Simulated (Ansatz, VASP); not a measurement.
# Cross-check of PtC between VASP and Ansatz

One calculation is typed for both programs; each brings its own data sets. How far apart do they land? The cell is generated by rule, not measured, and may not be a known phase. The cell is taken from a series of runs on this material, whose earlier steps may have relaxed, scaled, displaced or heated it; both programs get it as it stands.

Method: plane waves, with VASP 6.6.1 beside it; single point at PBEsol, in Ansatz 0.2.0.

The structure was built from a prototype and need not be the compound's stable phase.

## (1) The structure

It takes space group P4mm (No. 99, tetragonal). Conventional cell: a = 2.771 Å, b = 2.771 Å, c = 2.771 Å, α = 90.00°, β = 90.00°, γ = 90.00°. Pt has 8 C at 2.38 to 2.42 Å nearest. Nearest to C lie 8 Pt at 2.38 to 2.42 Å. Farther neighbours are not listed.

As a file:

```xyz
2
Lattice="2.7712 0.0000 0.0000 0.0000 2.7712 0.0000 0.0000 0.0000 2.7712" Properties=species:S:1:pos:R:3 pbc="T T T"
Pt    0.0000    2.7688    0.0000
C     1.3856    1.4256    1.3856
```

## (2) VASP: single point, PBEsol, pair 1

A single point gives forces, pressure and levels at one fixed geometry, so differences don't come from the geometry; what else differs is listed under the comparison.

Lines of VASP's logs that name or quote its potential files are left out, and so is its time.

INCAR reads:

```
SYSTEM = PtC
PREC = Accurate
ENCUT = 600
EDIFF = 1E-06
NELM = 120
ISMEAR = 1
SIGMA = 0.15
LREAL = .FALSE.
ALGO = Normal
GGA = PS
NBANDS = 13
LASPH = .TRUE.
LORBIT = 11
LWAVE = .FALSE.
LCHARG = .FALSE.
ISIF = 2
GGA_COMPAT = .FALSE.
KPAR = 2
```

POSCAR reads:

```
PtC
1.0
    2.7712460625      0.0000000000      0.0000000000
    0.0000000000      2.7712460625      0.0000000000
    0.0000000000      0.0000000000      2.7712460625
Pt C
1 1
Direct
    0.0000000000      0.9991113261      0.0000000000
    0.5000000000      0.5144339402      0.5000000000
```

KPOINTS reads:

```
Automatic mesh
0
Gamma
16 16 16
0 0 0
```

Potentials, in the order of the species: Pt and C (PBE family, release 64).

Started as:

```sh
$ mpirun -np 2 vasp_std
```

Numbers of over 12 decimals in the logs are rounded to 6 here.

Output:

```text
[banner, memory and clock lines left out]
running    2 mpi-ranks, on    1 nodes
 distrk:  each k-point on    1 cores,    2 groups
 distr:  one band on    1 cores,    1 groups

 POSCAR found type information on POSCAR PtC
 POSCAR found :  2 types and       2 ions
|                                                                             |
|               ----> ADVICE to this user running VASP <----                  |
|                                                                             |
|     You enforced a specific xc type in the INCAR file but a different       |
|     [... a line on the potential file left out ...]
|     I HOPE YOU KNOW WHAT YOU ARE DOING!                                     |
|                                                                             |

 LDA part: xc-table for (Slater+PW92), standard interpolation
 POSCAR, INCAR and KPOINTS ok, starting setup
 FFT: planning ... GRIDC
 FFT: planning ... GRID_SOFT
 FFT: planning ... GRID
 WAVECAR not read
 entering main loop
       N       E                     dE             d eps       ncg     rms          rms(c)
DAV:   1     0.597608137263E+02    0.59761E+02   -0.78541E+03 10642   0.114E+03
DAV:   2    -0.125109525501E+02   -0.72272E+02   -0.66624E+02 12625   0.220E+02
DAV:   3    -0.143340082063E+02   -0.18231E+01   -0.18050E+01 12175   0.341E+01
DAV:   4    -0.143418803266E+02   -0.78721E-02   -0.78709E-02 12430   0.261E+00
DAV:   5    -0.143419335087E+02   -0.53182E-04   -0.53181E-04 12475   0.216E-01    0.193E+01
DAV:   6    -0.135697929083E+02    0.77214E+00   -0.15630E+01 12207   0.288E+01    0.153E+01
DAV:   7    -0.127974663938E+02    0.77233E+00   -0.25774E+00 11815   0.126E+01    0.759E+00
DAV:   8    -0.127823365227E+02    0.15130E-01   -0.12155E-01 11225   0.266E+00    0.147E+00
DAV:   9    -0.127738110337E+02    0.85255E-02   -0.21126E-02 11838   0.110E+00    0.505E-01
DAV:  10    -0.127733267407E+02    0.48429E-03   -0.19985E-03 11705   0.352E-01    0.830E-02
DAV:  11    -0.127731958235E+02    0.13092E-03   -0.65866E-04 12465   0.189E-01    0.177E-02
DAV:  12    -0.127731939601E+02    0.18634E-05   -0.47332E-05 12080   0.551E-02    0.147E-02
DAV:  13    -0.127731933103E+02    0.64979E-06   -0.18399E-06  8045   0.116E-02
   1 F= -.12773193E+02 E0= -.12773822E+02  d E =0.188677E-02
```

From OUTCAR (step 2):

```text
ion  position               nearest neighbor table
   1  0.000  0.999  0.000-   2 2.38   2 2.38   2 2.38   2 2.38   2 2.42   2 2.42   2 2.42   2 2.42

  LATTYP: Found a simple cubic cell.
 ALAT       =     2.7712460625

 Subroutine GETGRP returns: Found  8 space group operations
 (whereof  8 operations were pure point group operations)

The static configuration has the point symmetry C_4v.

 Found    405 irreducible k-points:

   k-points           NKPTS =    405   k-points in BZ     NKDIM =    405   number of bands    NBANDS=     13

   dimension x,y,z NGX =    24 NGY =   24 NGZ =   24
   dimension x,y,z NGXF=    48 NGYF=   48 NGZF=   48

   ENCUT  =  600.0 eV  44.10 Ry    6.64 a.u.   5.53  5.53  5.53*2*pi/ulx,y,z

   NELECT =      14.0000    total number of electrons

 k-points in reciprocal lattice and weights: Automatic mesh
   0.00000000  0.00000000  0.00000000       0.000
   0.06250000  0.00000000  0.00000000       0.001
   0.00000000  0.06250000  0.00000000       0.000
   0.12500000  0.00000000  0.00000000       0.001
   0.00000000  0.12500000  0.00000000       0.000
   0.18750000  0.00000000  0.00000000       0.001
   0.00000000  0.18750000  0.00000000       0.000
   0.25000000  0.00000000  0.00000000       0.001
   0.00000000  0.25000000  0.00000000       0.000
[...]
0.50000000  0.43750000  0.50000000       0.000
   0.50000000  0.50000000  0.50000000       0.000

 average (electrostatic) potential at core
       1 -63.5584       2 -45.4538

 E-fermi :  11.0869

 k-point     1 :       0.0000    0.0000    0.0000
  band No.  band energies     occupation
    ...
      5       9.2223      2.00000
      6       9.2341      2.00000
      7      10.8938      2.06981
      8      10.8938      2.06981
      9      10.8995      2.07073
     10      15.4690      0.00000
     11      26.8384      0.00000
     12      26.9118      0.00000
     13      31.6163      0.00000

 k-point     2 :       0.0625    0.0000    0.0000
  band No.  band energies     occupation
    ...
      3       4.6198      2.00000
      4       8.9207      2.00000
      5       8.9252      2.00000
      6       9.2435      2.00000
      7      10.6142      2.00008
      8      11.2230     -0.02525
      9      11.2371     -0.05050
     10      15.7265      0.00000
     11      26.5360      0.00000
     12      26.9724      0.00000
    ...

 k-point     3 :       0.0000    0.0625    0.0000
  band No.  band energies     occupation
    ...
      3       4.6153      2.00000
      4       8.9226      2.00000
      5       8.9226      2.00000
      6       9.2427      2.00000
      7      10.6314      2.00015
      8      11.2216     -0.02202
      9      11.2216     -0.02202
     10      15.7281      0.00000
     11      26.5881      0.00000
     12      26.9143      0.00000
    ...

  Total        0.0005484      0.0296240      0.0005484     -0.0000000      0.0000000     -0.0000000
  in kB        0.0412872      2.2301217      0.0412872     -0.0000000      0.0000000     -0.0000000
  external PRESSURE =       0.7708987 kB  Pullay stress =       0.0000000 kB

  energy-cutoff  :      600.00
  volume of cell :       21.28
      direct lattice vectors                 reciprocal lattice vectors
     2.771246062  0.000000000  0.000000000     0.360848505  0.000000000  0.000000000
     0.000000000  2.771246062  0.000000000     0.000000000  0.360848505  0.000000000
     0.000000000  0.000000000  2.771246062     0.000000000  0.000000000  0.360848505

 POSITION                                       TOTAL-FORCE (eV/Angst)
 -----------------------------------------------------------------------------------
      0.00000      2.76878      0.00000         0.000000     -0.127987     -0.000000
      1.38562      1.42562      1.38562        -0.000000      0.127987      0.000000
 -----------------------------------------------------------------------------------
    total drift:                                0.000000     -0.000061      0.000000

  FREE ENERGIE OF THE ION-ELECTRON SYSTEM (eV)
  ---------------------------------------------------
  free  energy   TOTEN  =       -12.7731933103 eV

  energy  without entropy=      -12.7750800792  energy(sigma->0) =      -12.77382223

 total charge
# of ion       s       p       d       tot
------------------------------------------
    1        0.603   0.658   8.075   9.336
    2        0.948   1.175   0.000   2.124
--------------------------------------------------
tot          1.551   1.833   8.075  11.459

[... 3 further parts left out ...]
```

The run ends at a pressure of 0.08 GPa, with forces up to 0.13 eV/Å.

## (3) Ansatz: single point, PBEsol, pair 1

Ansatz runs on its default PAW (the set named soft_2) files.

The same cell, functional, mesh and smearing now go to Ansatz, which takes its cutoff from its data sets.

input.yaml reads:

```yaml
crystal:
  lattice:
    - [2.7712460625, 0.0, 0.0]
    - [0.0, 2.7712460625, 0.0]
    - [0.0, 0.0, 2.7712460625]
  atoms:
    - { symbol: Pt, position: [0.0, -0.0008886739, 0.0] }
    - { symbol: C, position: [0.5, 0.5144339402, 0.5] }
kpoints:
  mp_grid: { grid: [16, 16, 16] }
hamiltonian:
  xc: pbesol
scf:
  occupations: { method: methfessel_paxton, width: 0.15 }
output:
  forces: true
  stress: true
  eigenvalues: true
```

Started as:

```sh
$ ansatz run input.yaml --threads 4 --pin off --max-ram 7168MiB --backend cpu --events-out ev --progress --plain --runs-dir out
```

Output:

```text
Engine: ansatz 0.2.0, aarch64-unknown-linux-gnu
Pseudopotentials: kind: paw
Pseudopotential: Pt, paw, valence charge 18, recommended cutoff 420 eV (normal), Pt.paw.azcp
Pseudopotential: C, paw, valence charge 4, recommended cutoff 420 eV (normal), C.paw.azcp
Functional definition: PBEsol
  exchange = pbesol_x
  correlation = pbesol_c
Crystal: 2 atoms, lattice volume = 21.283 Å³
Basis set: ecut = 420 eV, 437 PW (Γ), exchange–correlation on 40×40×40 points (8 copies of the dense FFT grid, shifted against one another)
Bands: 15, of which v1, the nominal top of the filled ones, is band 11 counted from 1 (10 counted from 0)
Symmetry: 8 space group operations
Space group: P4mm (ITA 99), of the structure as read, at distance tolerance 2.8e-5 Å
k-points: 405 of 4096 (time reversal used)
Non-local potential: Pt, projectors of the file, l = 0: 3, l = 1: 2, l = 2: 2, l = 3: 1
Non-local potential: C, projectors of the file, l = 0: 2, l = 1: 2, l = 2: 1
PAW form: soft (Blöchl's): semilocal exchange-correlation on the pseudo side does not see the compensation charge
PAW frozen core: Pt, regenerated for the run's functional, and the local potential with it (the file was generated under x = pbe(κ = 0.804, μ = 0.219515), c = pbe(β = 0.066725))
PAW frozen core: C, regenerated for the run's functional, and the local potential with it (the file was generated under x = pbe(κ = 0.804, μ = 0.219515), c = pbe(β = 0.066725))
PAW one-centre angular grid: Pt, 590 points (default); XC on 64 Gauss nodes
PAW one-centre angular grid: C, 110 points (default); XC on 64 Gauss nodes
Initial density: superposition of atomic densities (neutral atoms: chi_scale 0, normalization atom), corrected by the library's trained network
Initial wavefunctions: pseudopotential atomic-orbital guess
Functional: x = pbesol(κ = 0.804, μ = 0.123457), c = pbesol(β = 0.046)
SCF iter   1: F=—  HF=-12626.660991 eV  |F-HF|=—  |Δ(HF+E_count)|=         —  Δρ=9.12e-3  dr2=9.68e-3  ethr=1.77e-3  ⟨swp⟩=4.7  Hψ=27422  notcnv=0
preconditioner: auto → none  [metal: Δε(μ)=0.003 eV  Ē_g=10.824 eV  σ=0.150 eV  W_gap=0.02  n_scr=6 (ndim 8)  ℏωp=30.1 eV  f_vac=0.000  D(μ)=1.29/eV (n_scr^D=18)  sad-step TF]
SCF iter   2: F=—  HF=-12626.659651 eV  |F-HF|=—  |Δ(HF+E_count)|=   1.34e-3  S|Δr|=    0.00e0  Δρ=5.20e-3  dr2=3.38e-3  ethr=4.40e-5  ⟨swp⟩=2.1  Hψ=11607  notcnv=0
SCF iter   3: F=—  HF=-12626.658674 eV  |F-HF|=—  |Δ(HF+E_count)|=   9.77e-4  S|Δr|=    0.00e0  Δρ=4.00e-4  dr2=2.37e-5  ethr=1.54e-5  ⟨swp⟩=2.0  Hψ=8729  notcnv=0
SCF iter   4: F=—  HF=-12626.658670 eV  |F-HF|=—  |Δ(HF+E_count)|=   4.01e-6  S|Δr|=    0.00e0  Δρ=8.29e-5  dr2=1.10e-6  ethr=1.08e-7  ⟨swp⟩=2.1  Hψ=9018  notcnv=0
SCF iter   5: F=-12626.658670 eV  HF=-12626.658670 eV  |F-HF|=3.98e-8  |Δ(HF+E_count)|=   1.31e-8  S|Δr|=    0.00e0  Δρ=1.59e-5  dr2=5.33e-8  ethr=4.55e-10  ⟨swp⟩=5.3  Hψ=27383  notcnv=0
SCF 1 converged in 5 iterations: F = -12626.658670 eV  dr2 = 5.33e-8
  greatest PAW one-centre occupation: 1.000 electrons in one spin orbital (limit 2), on the Pt atom at site 0 (counted from 0), in its partial waves of l = 0
SCF converged after 5 iterations
Stability not checked: this state was not tested for a lower state beside it, because cold or Methfessel-Paxton smearing, or corrected tetrahedra, fill the levels in a way that the test cannot read (fill_not_monotonic; see scf.lower_state_search)
Free energy (F): -12626.658670 eV
Harris-Foulkes:  -12626.658670 eV  (|F-HF|=3.98e-8)
Internal energy: -12626.660573 eV  (E = F + TS)
E sigma→0 (E₀):  -12626.659146 eV
Entropy (-TS):   0.001904 eV (0.952 meV/atom)
Fermi energy:    20.634909 eV
--- Per-component energies (eV) ---
  E_band       = -138.765828
  E_kinetic    = 718.829168
  E_local      = -1674.708051  (includes V_loc(G=0)·N_el)
  E_nonlocal   = 231.117210
  E_hartree    = 620.858746
  E_xc         = -306.724918
  E_vxc        = -360.031592  (∫ρ·V_xc dr)
  E_paw        = -9410.220416  (= ΣΔE_a)
  E_vpaw       = -295.686201  (= ΣTr[D̂ρ^β])
  E_aug_tail   = 0.000154  (compensation charges beyond the density's cutoff)
  E_ewald      = -2806.120548
  E_core_change = 0.308082  (= ΣΔE_core)
  E_smearing   = 0.001904  (= −TS)
  E_closure    = -0.000000  (closes the sum)
  Σ components = -12626.658670   (vs F -12626.658670, Δ=0.00e0)
--- Forces (eV/Å), atoms counted from 1 ---
  atom   1  Pt    -0.00000000    -0.13015147     0.00000000
  atom   2  C      0.00000000     0.13001854     0.00000000
  max |Σ_I F_I| component: 1.33e-4 eV/Å
--- Stress (GPa, compression-positive) ---
        0.071220       0.000000       0.000000
        0.000000       0.293225       0.000000
        0.000000       0.000000       0.071220
  P = ⅓ Tr σ = 0.1452 GPa (1.452 kbar)
--- Band table (eV; the first three rows and the last of 405) ---
  k-point 0: bands = [... 7 lower, 18.7714, 18.7714, 18.7835, 20.4344, 20.4344, 20.4400, 25.0092, 36.3419]
  k-point 1: bands = [... 7 lower, 18.4681, 18.4725, 18.7928, 20.1556, 20.7654, 20.7794, 25.2666, 36.0405]
  k-point 2: bands = [... 7 lower, 17.8884, 17.8978, 18.8177, 19.5808, 21.4293, 21.4380, 25.8577, 35.2633]
  k-point 404: bands = [... 7 lower, 12.7727, 20.4842, 20.4860, 24.6223, 24.6223, 24.6900, 26.0518, 26.1171]
```

The run ends at a pressure of 0.15 GPa, with forces up to 0.13 eV/Å.

## (4) Differences

Known differences besides the potentials themselves: the data sets hold 22 valence electrons in Ansatz (on its default PAW (the set named soft_2) files) and 14 in VASP; the cutoff is 420 eV in Ansatz and 600 eV in VASP; Ansatz makes its cores anew for this functional, VASP keeps those of its PBE data sets. Total energies have different zeros and are not compared.

Both answers:

```
      quantity  Ansatz  VASP  difference
pressure (GPa)    0.15  0.08       +0.07
```

Forces (eV/Å; atoms numbered as in POSCAR):

```
atom        Ansatz x, y, z          VASP x, y, z
 Pt1  0.000, -0.130, 0.000  0.000, -0.128, 0.000
  C2   0.000, 0.130, 0.000   0.000, 0.128, 0.000
```

The forces differ by 1.2 meV/Å r.m.s., which is 1.6 % of the r.m.s. force of 0.074 eV/Å (both taken over all components).

## (5) VASP: single point, PBEsol, pair 2

A single point gives forces, pressure and levels at one fixed geometry, so differences don't come from the geometry; what else differs is listed under the comparison.

INCAR is that of step 2.

POSCAR reads:

```
PtC
1.0
    2.7712460625      0.0000000000      0.0000000000
    0.0000000000      2.7712460625      0.0000000000
    0.0000000000      0.0000000000      2.7712460625
Pt C
1 1
Direct
    0.0000000000      0.9982226522      0.0000000000
    0.5000000000      0.5288678804      0.5000000000
```

KPOINTS is that of step 2.

Started as:

```sh
$ mpirun -np 2 vasp_std
```

Output:

```text
[banner, memory and clock lines left out]
running    2 mpi-ranks, on    1 nodes
[...]
[... a notice as in an earlier step ...]

 LDA part: xc-table for (Slater+PW92), standard interpolation
 POSCAR, INCAR and KPOINTS ok, starting setup
[...]
entering main loop
       N       E                     dE             d eps       ncg     rms          rms(c)
DAV:   1     0.598096876388E+02    0.59810E+02   -0.78544E+03 10642   0.114E+03
DAV:   2    -0.125261601233E+02   -0.72336E+02   -0.66684E+02 12600   0.220E+02
DAV:   3    -0.143511191772E+02   -0.18250E+01   -0.18072E+01 12165   0.342E+01
DAV:   4    -0.143589843401E+02   -0.78652E-02   -0.78640E-02 12390   0.262E+00
[...]
DAV:  11    -0.127811165596E+02    0.74033E-04   -0.42622E-04 12402   0.154E-01    0.173E-02
DAV:  12    -0.127811150787E+02    0.14809E-05   -0.35668E-05 12120   0.483E-02    0.137E-02
DAV:  13    -0.127811143617E+02    0.71695E-06   -0.20371E-06  7139   0.121E-02
   1 F= -.12781114E+02 E0= -.12781723E+02  d E =0.182740E-02
```

From OUTCAR (step 5):

```text
  Total        0.0346137      0.1407808      0.0346137      0.0000000     -0.0000000      0.0000000
  in kB        2.6057519     10.5981198      2.6057519      0.0000000     -0.0000000      0.0000000
  external PRESSURE =       5.2698745 kB  Pullay stress =       0.0000000 kB

 POSITION                                       TOTAL-FORCE (eV/Angst)
 -----------------------------------------------------------------------------------
      0.00000      2.76632      0.00000         0.000000     -0.241476      0.000000
      1.38562      1.46562      1.38562         0.000000      0.241476     -0.000000
 -----------------------------------------------------------------------------------
    total drift:                                0.000000     -0.000159     -0.000000

  FREE ENERGIE OF THE ION-ELECTRON SYSTEM (eV)
  ---------------------------------------------------
  free  energy   TOTEN  =       -12.7811143617 eV

  energy  without entropy=      -12.7829417571  energy(sigma->0) =      -12.78172349

[... 2 parts as in an earlier step ...]

[... 1 further part left out ...]
[key lines of the parts left out:]
E-fermi :  11.0855
```

The run ends at a pressure of 0.53 GPa, with forces up to 0.24 eV/Å.

## (6) Ansatz: single point, PBEsol, pair 2

The same cell, functional, mesh and smearing now go to Ansatz, which takes its cutoff from its data sets.

The cell is taken from a series of runs on this material, whose earlier steps may have relaxed, scaled, displaced or heated it; both programs get it as it stands.

input.yaml, the sections that differ from step 3:

```yaml
crystal:
  lattice:
    - [2.7712460625, 0.0, 0.0]
    - [0.0, 2.7712460625, 0.0]
    - [0.0, 0.0, 2.7712460625]
  atoms:
    - { symbol: Pt, position: [0.0, -0.0017773478, 0.0] }
    - { symbol: C, position: [0.5, 0.5288678804, 0.5] }
# kpoints, hamiltonian, scf, output: as in step 3
```

Started as:

```sh
$ ansatz run input.yaml --threads 4 --pin off --max-ram 7168MiB --backend cpu --events-out ev --progress --plain --runs-dir out
```

Output:

```text
[...]
Crystal: 2 atoms, lattice volume = 21.283 Å³
Basis set: ecut = 420 eV, 437 PW (Γ), exchange–correlation on 40×40×40 points (8 copies of the dense FFT grid, shifted against one another)
Bands: 15, of which v1, the nominal top of the filled ones, is band 11 counted from 1 (10 counted from 0)
Symmetry: 8 space group operations
[...]
k-points: 405 of 4096 (time reversal used)
[...]
--- Band table (eV; the first three rows and the last of 405) ---
  k-point 0: bands = [... 7 lower, 18.7220, 18.7220, 18.7681, 20.4822, 20.4822, 20.5061, 25.0012, 36.1528]
  k-point 1: bands = [... 7 lower, 18.4277, 18.4440, 18.7792, 20.1713, 20.8026, 20.8554, 25.2570, 35.8955]
  k-point 2: bands = [... 7 lower, 17.8566, 17.8928, 18.8050, 19.5901, 21.4579, 21.4917, 25.8443, 35.1603]
  k-point 404: bands = [... 7 lower, 13.0048, 20.4741, 20.4811, 24.4598, 24.4598, 24.7023, 26.0634, 26.2969]
[key lines of the parts left out:]
SCF converged after 6 iterations
Free energy (F): -12626.666730 eV
Fermi energy:    20.633171 eV
P = ⅓ Tr σ = 0.5753 GPa (5.753 kbar)
```

The run ends at a pressure of 0.58 GPa, with forces up to 0.25 eV/Å.

(Part 1 of 2 ends here.)

[Lines on the potential files, build, host, timing and source positions are cut from VASP's logs without a mark.]

[Logs are printed without paths, hosts, clocks, repeated set-up lines and the standing remarks that a program may print on its own settings, such as how far it seeks lower states.]

[Hosts, paths, dates, database ids (printed as entryN), source tags and the programs' standing remarks are cut or masked in the printed files.]
